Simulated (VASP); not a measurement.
Crystal: Be3Te2Se.

```
Be Te Se
1.0
     2.81003   -4.69943    0.00000
     2.81003    4.69943    0.00000
     0.00000    0.00000    4.39386
Be Te Se
3 2 1
Cartesian
  2.8100 3.1856 0.0000
  2.8100 -3.1856 0.0000
  0.0000 0.0000 2.1969
  1.4050 2.3497 2.1969
  1.4050 -2.3497 2.1969
  2.8100 0.0000 0.0000
```

The cell was built by a generator and needn't be a form met in nature.

- Program: VASP 6.6.1
- Task: relaxation of cell and atoms
- Functional: PBE
- Potentials or basis: VASP PAW PBE potentials, release 64 (Be, Te, Se)
- Cutoff: 520 eV
- k mesh: 3 × 3 × 3
- Occupations: gaussian, width 0.15 eV
- Spin: no spin polarisation

At the start: pressure 0.2 GPa; volume 19.34 Å³/atom.

**Question.** Where does the relaxation end?

**Answer.** Over 15 steps the energy falls by 499.2 meV/atom and the volume is 18.43 Å³/atom (-4.7 %); space group Cmmm (No. 65, to 0.05 Å).

Step by step:
```
step  energy change (eV)  largest force (eV/Å)  pressure (GPa)  volume (Å³)
   1              0.0000                1.0123            0.23       116.05
   2             -0.5538                0.9472           -1.12       116.36
   3             -2.0175                0.2138           -3.57       115.64
   4             -0.1714               11.2008            7.63       107.67
   5             -2.3377                0.0749           -3.34       114.76
   6             -2.5338                1.5596           -1.68       112.72
   7             -2.5410                1.0235           -2.36       113.34
   8             -2.7426                1.3257            3.39       104.71
   9             -2.7624                1.2679            1.82       106.70
  10             -2.9331                0.2111           -0.14       109.27
  11             -2.9364                0.0763           -0.49       109.94
  12             -2.9760                0.0495            0.39       108.78
  13             -2.9826                0.0002            1.12       107.99
  14             -2.9938                0.0602           -0.59       111.52
  15             -2.9953                0.0401           -0.25       110.59
```

Final structure:
```cif
data_structure
_symmetry_space_group_name_H-M 'P 1'
_symmetry_Int_Tables_number 1
_cell_length_a 5.2614
_cell_length_b 5.2614
_cell_length_c 4.0221
_cell_angle_alpha 90.000
_cell_angle_beta 90.000
_cell_angle_gamma 83.351
_cell_volume 110.59
loop_
_atom_site_label
_atom_site_type_symbol
_atom_site_fract_x
_atom_site_fract_y
_atom_site_fract_z
_atom_site_occupancy
Be1 Be 0.17012 0.82988 0.00000 1
Be2 Be 0.82988 0.17012 0.00000 1
Be3 Be 0.00000 0.00000 0.50000 1
Te1 Te 0.00000 0.50000 0.50000 1
Te2 Te 0.50000 0.00000 0.50000 1
Se1 Se 0.50000 0.50000 0.00000 1
```

Caveat: the k mesh is coarse (spacing up to 0.48 Å⁻¹), so the values aren't converged.
